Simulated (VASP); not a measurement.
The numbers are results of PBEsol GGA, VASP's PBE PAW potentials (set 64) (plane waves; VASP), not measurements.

Input for VASP

### KPOINTS
```
kpoints
0
gamma
 10 10 1
```

### INCAR
```
! general
SYSTEM =Ta(110) slab
PREC   =Normal
ENCUT  =400
LREAL  =.False.
LASPH  =.True.

! electronic loop
EDIFF  =1E-5
NELM   =100
NELMIN =4
ALGO   =Normal
LMAXMIX=6

! smearing
ISMEAR =1
SIGMA  =0.1

! functional
GGA    =PS

! ions
IBRION =2
NSW    =50
ISIF   =2
EDIFFG =-0.03

! output
LWAVE  =.True.
LCHARG =.False.

! other
LDIPOL =.True.
IDIPOL =3
DIPOL  =0.5 0.5 0.5
```

**POSCAR**
```
Ta(110) slab
1.0
  2.8439993533   0.0000000000   0.0000000000
 -0.9479997844   2.6813484290   0.0000000000
  0.0000000000   0.0000000000  24.2155874432
Ta
4
Direct
  0.7500000000   0.2500000000   0.3561600000
  0.2500000000   0.7500000000   0.4520530000
  0.7500000000   0.2500000000   0.5479470000
  0.2500000000   0.7500000000   0.6438400000
```

POTCAR, in this order: Ta_pv (PBE.64 set). Program: vasp_std.

Output of the run:

OUTCAR:
```
 ion  position               nearest neighbor table
   1  0.750  0.250  0.356-   2 2.84   2 2.84   2 3.28   2 3.28
   2  0.250  0.750  0.452-   1 2.84   1 2.84   3 2.84   3 2.84   1 3.28   1 3.28   3 3.28   3 3.28
  LATTYP: Found a base centered orthorhombic cell.
 ALAT       =     3.2839676860
 B/A-ratio  =     1.4142135405
 C/A-ratio  =     7.3738811579
 Subroutine PRICEL returns:
 Original cell was already a primitive cell.
 Subroutine GETGRP returns: Found  8 space group operations
The static configuration has the point symmetry C_2h.
 The point group associated with its full space group is D_2h.
The dynamic configuration has the point symmetry C_2h.
 Subroutine INISYM returns: Found  8 space group operations
 Subroutine IBZKPT returns following result:
 Found     31 irreducible k-points:

 Following reciprocal coordinates:
            Coordinates               Weight
  0.000000  0.000000  0.000000      1.000000
  0.100000  0.000000  0.000000      4.000000
  0.200000  0.000000  0.000000      4.000000
  0.300000  0.000000  0.000000      4.000000
  0.400000  0.000000  0.000000      4.000000
  0.500000  0.000000  0.000000      2.000000
...
```

File OSZICAR:
```
...
DAV:  20    -0.476744812892E+02   -0.90782E-05   -0.23468E-06   896   0.125E-02
   1 F= -.47674481E+02 E0= -.47673586E+02  d E =-.476745E+02
       N       E                     dE             d eps       ncg     rms          rms(c)
DAV:   1    -0.476486073353E+02    0.25865E-01   -0.14090E+01  1618   0.291E+01    0.690E-01
DAV:   2    -0.477267917639E+02   -0.78184E-01   -0.82872E-01  1660   0.735E+00    0.385E-01
DAV:   3    -0.477298963302E+02   -0.31046E-02   -0.10127E-01  2108   0.206E+00    0.378E-01
DAV:   4    -0.477248457585E+02    0.50506E-02   -0.49015E-02  2108   0.153E+00    0.139E-01
DAV:   5    -0.477247899480E+02    0.55810E-04   -0.27110E-03  1912   0.393E-01    0.796E-02
DAV:   6    -0.477247518650E+02    0.38083E-04   -0.71574E-04  2084   0.160E-01    0.258E-02
DAV:   7    -0.477247308066E+02    0.21058E-04   -0.19774E-04  2072   0.107E-01    0.675E-03
DAV:   8    -0.477247312515E+02   -0.44490E-06   -0.16384E-05  1202   0.221E-02
   2 F= -.47724731E+02 E0= -.47724272E+02  d E =-.502500E-01
       N       E                     dE             d eps       ncg     rms          rms(c)
DAV:   1    -0.477151869868E+02    0.95438E-02   -0.34489E+00  1618   0.144E+01    0.357E-01
DAV:   2    -0.477342017877E+02   -0.19015E-01   -0.20345E-01  1652   0.365E+00    0.198E-01
DAV:   3    -0.477349978671E+02   -0.79608E-03   -0.25124E-02  2092   0.104E+00    0.187E-01
DAV:   4    -0.477337614234E+02    0.12364E-02   -0.13071E-02  2100   0.813E-01    0.719E-02
DAV:   5    -0.477337277603E+02    0.33663E-04   -0.73803E-04  1946   0.211E-01    0.388E-02
DAV:   6    -0.477337184968E+02    0.92636E-05   -0.19531E-04  2104   0.855E-02    0.118E-02
DAV:   7    -0.477337133568E+02    0.51400E-05   -0.43985E-05  1422   0.545E-02
   3 F= -.47733713E+02 E0= -.47733121E+02  d E =-.592321E-01
       N       E                     dE             d eps       ncg     rms          rms(c)
DAV:   1    -0.477333152083E+02    0.40329E-03   -0.11418E-01  1618   0.263E+00    0.663E-02
DAV:   2    -0.477339387519E+02   -0.62354E-03   -0.66949E-03  1670   0.665E-01    0.368E-02
DAV:   3    -0.477339672536E+02   -0.28502E-04   -0.76369E-04  2058   0.181E-01    0.336E-02
DAV:   4    -0.477339291634E+02    0.38090E-04   -0.44517E-04  1904   0.151E-01    0.141E-02
DAV:   5    -0.477339271187E+02    0.20447E-05   -0.27343E-05  1192   0.423E-02
   4 F= -.47733927E+02 E0= -.47733315E+02  d E =-.594458E-01
       N       E                     dE             d eps       ncg     rms          rms(c)
DAV:   1    -0.477311606380E+02    0.27685E-02   -0.20778E+00  1612   0.113E+01    0.284E-01
DAV:   2    -0.477426323742E+02   -0.11472E-01   -0.13781E-01  1612   0.318E+00    0.207E-01
DAV:   3    -0.477417583889E+02    0.87399E-03   -0.29099E-02  2062   0.125E+00    0.161E-01
DAV:   4    -0.477411380870E+02    0.62030E-03   -0.47561E-03  2084   0.461E-01    0.660E-02
DAV:   5    -0.477411589930E+02   -0.20906E-04   -0.26225E-04  1992   0.122E-01    0.180E-02
DAV:   6    -0.477411584850E+02    0.50796E-06   -0.25089E-05  1274   0.316E-02
   5 F= -.47741158E+02 E0= -.47740422E+02  d E =-.723137E-02
       N       E                     dE             d eps       ncg     rms          rms(c)
DAV:   1    -0.476954422497E+02    0.45717E-01   -0.11868E+01  1612   0.270E+01    0.709E-01
DAV:   2    -0.477627636344E+02   -0.67321E-01   -0.82079E-01  1612   0.779E+00    0.531E-01
DAV:   3    -0.477554311882E+02    0.73324E-02   -0.18789E-01  2060   0.305E+00    0.403E-01
DAV:   4    -0.477518523269E+02    0.35789E-02   -0.27274E-02  2092   0.111E+00    0.159E-01
DAV:   5    -0.477519566988E+02   -0.10437E-03   -0.14766E-03  2004   0.287E-01    0.412E-02
DAV:   6    -0.477519575950E+02   -0.89625E-06   -0.11979E-04  1940   0.675E-02    0.153E-02
DAV:   7    -0.477519588017E+02   -0.12067E-05   -0.11240E-05  1068   0.262E-02
   6 F= -.47751959E+02 E0= -.47751169E+02  d E =-.180317E-01
       N       E                     dE             d eps       ncg     rms          rms(c)
DAV:   1    -0.475101008652E+02    0.24186E+00   -0.47630E+01  1612   0.545E+01    0.144E+00
DAV:   2    -0.477644767552E+02   -0.25438E+00   -0.31622E+00  1612   0.153E+01    0.921E-01
DAV:   3    -0.477587853425E+02    0.56914E-02   -0.59958E-01  2050   0.523E+00    0.800E-01
DAV:   4    -0.477432164091E+02    0.15569E-01   -0.12478E-01  2094   0.243E+00    0.317E-01
DAV:   5    -0.477436900347E+02   -0.47363E-03   -0.61747E-03  2038   0.591E-01    0.709E-02
DAV:   6    -0.477436397050E+02    0.50330E-04   -0.79862E-04  2080   0.169E-01    0.314E-02
DAV:   7    -0.477436469061E+02   -0.72010E-05   -0.71338E-05  1884   0.587E-02
   7 F= -.47743647E+02 E0= -.47743864E+02  d E =-.971979E-02
       N       E                     dE             d eps       ncg     rms          rms(c)
DAV:   1    -0.476297569479E+02    0.11388E+00   -0.24924E+01  1612   0.394E+01    0.102E+00
DAV:   2    -0.477688792235E+02   -0.13912E+00   -0.16760E+00  1612   0.109E+01    0.676E-01
DAV:   3    -0.477624704027E+02    0.64088E-02   -0.34151E-01  2052   0.456E+00    0.582E-01
DAV:   4    -0.477537995225E+02    0.86709E-02   -0.64934E-02  2110   0.163E+00    0.250E-01
DAV:   5    -0.477540118427E+02   -0.21232E-03   -0.37178E-03  1972   0.490E-01    0.793E-02
DAV:   6    -0.477539739922E+02    0.37851E-04   -0.46018E-04  1916   0.118E-01    0.259E-02
DAV:   7    -0.477539710601E+02    0.29321E-05   -0.47948E-05  1852   0.461E-02
   8 F= -.47753971E+02 E0= -.47753369E+02  d E =-.200439E-01
       N       E                     dE             d eps       ncg     rms          rms(c)
DAV:   1    -0.477534205907E+02    0.55340E-03   -0.12436E-01  1612   0.277E+00    0.742E-02
DAV:   2    -0.477541170104E+02   -0.69642E-03   -0.85140E-03  1614   0.787E-01    0.515E-02
DAV:   3    -0.477540622646E+02    0.54746E-04   -0.19207E-03  2072   0.324E-01    0.422E-02
DAV:   4    -0.477540205739E+02    0.41691E-04   -0.31984E-04  1852   0.118E-01    0.166E-02
DAV:   5    -0.477540228236E+02   -0.22497E-05   -0.14682E-05  1060   0.319E-02
   9 F= -.47754023E+02 E0= -.47753475E+02  d E =-.200957E-01
       N       E                     dE             d eps       ncg     rms          rms(c)
DAV:   1    -0.477539207286E+02    0.99845E-04   -0.20149E-02  1612   0.112E+00    0.295E-02
DAV:   2    -0.477540334604E+02   -0.11273E-03   -0.14024E-03  1624   0.320E-01    0.218E-02
DAV:   3    -0.477540225865E+02    0.10874E-04   -0.32514E-04  2072   0.135E-01    0.168E-02
DAV:   4    -0.477540155309E+02    0.70556E-05   -0.45365E-05  1360   0.459E-02
  10 F= -.47754016E+02 E0= -.47753445E+02  d E =-.200884E-01
       N       E                     dE             d eps       ncg     rms          rms(c)
DAV:   1    -0.477531861227E+02    0.83646E-03   -0.14980E-01  1632   0.301E+00    0.775E-02
DAV:   2    -0.477540335974E+02   -0.84747E-03   -0.91683E-03  1680   0.780E-01    0.467E-02
DAV:   3    -0.477540422565E+02   -0.86592E-05   -0.14106E-03  2084   0.254E-01    0.430E-02
DAV:   4    -0.477539869453E+02    0.55311E-04   -0.53324E-04  2078   0.172E-01    0.146E-02
DAV:   5    -0.477539865828E+02    0.36243E-06   -0.25011E-05  1268   0.416E-02
  11 F= -.47753987E+02 E0= -.47753512E+02  d E =0.289481E-04
       N       E                     dE             d eps       ncg     rms          rms(c)
DAV:   1    -0.477538470986E+02    0.13985E-03   -0.44529E-02  1632   0.164E+00    0.426E-02
DAV:   2    -0.477540925974E+02   -0.24550E-03   -0.26313E-03  1648   0.418E-01    0.241E-02
DAV:   3    -0.477541045053E+02   -0.11908E-04   -0.35404E-04  2064   0.124E-01    0.232E-02
DAV:   4    -0.477540869119E+02    0.17593E-04   -0.18188E-04  1872   0.977E-02    0.819E-03
DAV:   5    -0.477540863576E+02    0.55426E-06   -0.81652E-06   904   0.249E-02
  12 F= -.47754086E+02 E0= -.47753562E+02  d E =-.708267E-04
```

File OUTCAR:
```
------------------------ aborting loop because EDIFF is reached ----------------------------------------
  FORCE on cell =-STRESS in cart. coord.  units (eV):
  Direction    XX          YY          ZZ          XY          YZ          ZX
  --------------------------------------------------------------------------------------
  Total       -2.4039286     -2.1287905     -0.0868491      0.3891043      0.0000000      0.0000000
  in kB      -20.8571228    -18.4699515     -0.7535257      3.3759725      0.0000000      0.0000000
  external PRESSURE =     -13.3602000 kB  Pullay stress =       0.0000000 kB
  volume of cell :      184.66
      direct lattice vectors                 reciprocal lattice vectors
     2.843999353  0.000000000  0.000000000     0.351617520  0.124315561  0.000000000
    -0.947999784  2.681348429  0.000000000     0.000000000  0.372946682  0.000000000
     0.000000000  0.000000000 24.215587443     0.000000000  0.000000000  0.041295715
 POSITION                                       TOTAL-FORCE (eV/Angst)
 -----------------------------------------------------------------------------------
      1.89600      0.67034      8.73514         0.000000      0.000000      0.002460
      0.00000      2.01101     10.94358        -0.000000      0.000000      0.005062
      1.89600      0.67034     13.27200        -0.000000      0.000000     -0.005062
      0.00000      2.01101     15.48045        -0.000000     -0.000000     -0.002460
 -----------------------------------------------------------------------------------
    total drift:                                0.000000     -0.000000     -0.000000
  FREE ENERGIE OF THE ION-ELECTRON SYSTEM (eV)
  ---------------------------------------------------
  free  energy   TOTEN  =       -47.7540863576 eV

  energy  without entropy=      -47.7525119083  energy(sigma->0) =      -47.75356154

 reached required accuracy - stopping structural energy minimisation
```
(Selected blocks of OUTCAR.)

CONTCAR:
```
Ta(110) slab
   1.00000000000000
     2.8439993533000001    0.0000000000000000    0.0000000000000000
    -0.9479997844000000    2.6813484289999998    0.0000000000000000
     0.0000000000000000    0.0000000000000000   24.2155874432000005
  Ta
     4
Direct
     0.7500000000000000    0.2500000000000000    0.3607237572885787
     0.2500000000000000    0.7500000000000000    0.4519230983515404
     0.7500000000000000    0.2500000000000000    0.5480769016484598
     0.2500000000000000    0.7500000000000000    0.6392762427114211
```

The cell is a thin slab with vacuum, built from Ta (bcc): (110) face.
